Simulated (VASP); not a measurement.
OSZICAR of a VASP run on PbF2 (fluorite):

### OSZICAR
```
       N       E                     dE             d eps       ncg     rms          rms(c)
DAV:   1     0.321650268852E+03    0.32165E+03   -0.16691E+04   728   0.209E+03
DAV:   2     0.111193552820E+02   -0.31053E+03   -0.29881E+03   776   0.501E+02
DAV:   3    -0.165685765003E+02   -0.27688E+02   -0.27420E+02   828   0.163E+02
DAV:   4    -0.173901449469E+02   -0.82157E+00   -0.81967E+00   802   0.287E+01
DAV:   5    -0.174151686027E+02   -0.25024E-01   -0.25023E-01   806   0.512E+00    0.730E+00
DAV:   6    -0.158738275841E+02    0.15413E+01   -0.81156E+00   972   0.269E+01    0.233E+00
DAV:   7    -0.158500683691E+02    0.23759E-01   -0.31246E-01   734   0.446E+00    0.132E+00
DAV:   8    -0.158289752670E+02    0.21093E-01   -0.75306E-02   750   0.361E+00    0.442E-01
DAV:   9    -0.158263720778E+02    0.26032E-02   -0.11885E-02   922   0.112E+00    0.915E-02
DAV:  10    -0.158265676224E+02   -0.19554E-03   -0.66249E-04   738   0.271E-01    0.276E-02
DAV:  11    -0.158265647356E+02    0.28868E-05   -0.22748E-05   760   0.724E-02    0.126E-02
DAV:  12    -0.158265636373E+02    0.10983E-05   -0.27969E-05   912   0.756E-02    0.487E-03
DAV:  13    -0.158265631595E+02    0.47784E-06   -0.37520E-06   562   0.285E-02
   1 F= -.10235562E+02 E0= -.10235562E+02  d E =-.102356E+02
       N       E                     dE             d eps       ncg     rms          rms(c)
DAV:   1    -0.211944103833E+02   -0.53678E+01   -0.15116E+02   906   0.174E+02    0.177E+01
DAV:   2    -0.155526345676E+02    0.56418E+01   -0.22545E+01   818   0.575E+01    0.397E+00
DAV:   3    -0.151077541515E+02    0.44488E+00   -0.14380E+00   862   0.268E+01    0.140E+00
DAV:   4    -0.150679872702E+02    0.39767E-01   -0.27979E-01   862   0.954E+00    0.551E-01
DAV:   5    -0.150724395746E+02   -0.44523E-02   -0.55225E-02   754   0.297E+00    0.394E-01
DAV:   6    -0.150689355545E+02    0.35040E-02   -0.12825E-02   982   0.164E+00    0.872E-02
DAV:   7    -0.150688547825E+02    0.80772E-04   -0.20722E-03   778   0.625E-01    0.279E-02
DAV:   8    -0.150688421988E+02    0.12584E-04   -0.14250E-04   982   0.176E-01    0.868E-03
DAV:   9    -0.150688420221E+02    0.17671E-06   -0.44840E-06   736   0.311E-02
   2 F= -.10198064E+02 E0= -.10198064E+02  d E =0.374982E-01
       N       E                     dE             d eps       ncg     rms          rms(c)
DAV:   1    -0.172342366888E+02   -0.21654E+01   -0.47337E+01   904   0.118E+02    0.906E+00
DAV:   2    -0.157257964957E+02    0.15084E+01   -0.58790E+00   756   0.284E+01    0.201E+00
DAV:   3    -0.155903015210E+02    0.13549E+00   -0.34655E-01   866   0.122E+01    0.696E-01
DAV:   4    -0.155740176118E+02    0.16284E-01   -0.90860E-02   808   0.542E+00    0.262E-01
DAV:   5    -0.155743261521E+02   -0.30854E-03   -0.11988E-02   842   0.160E+00    0.128E-01
DAV:   6    -0.155737416617E+02    0.58449E-03   -0.21692E-03   920   0.812E-01    0.446E-02
DAV:   7    -0.155737033656E+02    0.38296E-04   -0.27551E-04   742   0.215E-01    0.967E-03
DAV:   8    -0.155737026995E+02    0.66613E-06   -0.18212E-05   872   0.597E-02    0.345E-03
DAV:   9    -0.155737025262E+02    0.17325E-06   -0.11757E-06   546   0.155E-02
   3 F= -.10328182E+02 E0= -.10328182E+02  d E =-.926194E-01
```

**Question.** Which electronic solver shows in the log?

**Answer.** It is blocked Davidson (ALGO = Normal, or the opening steps of other solvers). The INCAR had ALGO = Normal.

**Question.** Can the final energy be trusted as converged?

**Answer.** The calculation finished and met its thresholds. It stopped with EDIFF = 1E-6, NELM = 100, NSW = 40 and EDIFFG = -0.02 after 3 ionic steps (LDA (Ceperley-Alder, Perdew-Zunger), plane waves, VASP's LDA PAW potentials (set 64)). Energy and stress use the plane-wave basis of the starting cell.

The compound is PbF2 in the fluorite structure, the β form. This run relaxes it under an external pressure of 20 GPa. Symmetry was kept, so distortions that lower it aren't found.
